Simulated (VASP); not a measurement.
TiTe2:

```
Ti Te
1.0
     3.77700    0.00000    0.00000
    -1.88850    3.27098    0.00000
     0.00000    0.00000    6.49800
Ti Te
1 2
Direct
  0.00000 0.00000 0.00000
  0.66667 0.33333 0.26280
  0.33333 0.66667 0.73720
```

Base run:

- Program: VASP 6.6.1
- Functional: PBE
- Potentials or basis: VASP PAW PBE potentials, release 64 (Ti_sv, Te)
- Cutoff: 520 eV
- k mesh: 9 × 9 × 5
- Occupations: fermi-dirac, width 0.05 eV
- Spin: no spin polarisation

Its results: band gap on the k mesh none (metal or under the smearing width); pressure 0.9 GPa; largest force 0.034 eV/Å.

Problem. After a change of settings the same cell gave: band gap on the k mesh none (metal or under the smearing width); pressure -0.7 GPa; largest force 0.320 eV/Å. Which change was it?
A. functional from PBE to LDA; potentials or basis from VASP PAW PBE potentials, release 64 (Ti_sv, Te) to VASP PAW LDA potentials, release 64 (Ti_sv, Te)
B. functional from PBE to r2SCAN
C. functional from PBE to HSE06; k mesh from 9 × 9 × 5 to 5 × 5 × 3
D. functional from PBE to PBEsol

Solution. C.

Caveats: some runs use coarse meshes; this functional lacks dispersion, which binds the layers, so the pressure and a relaxed spacing across them are unreliable; the PAW data sets were made with another functional, which shifts forces and pressure a little (some runs).
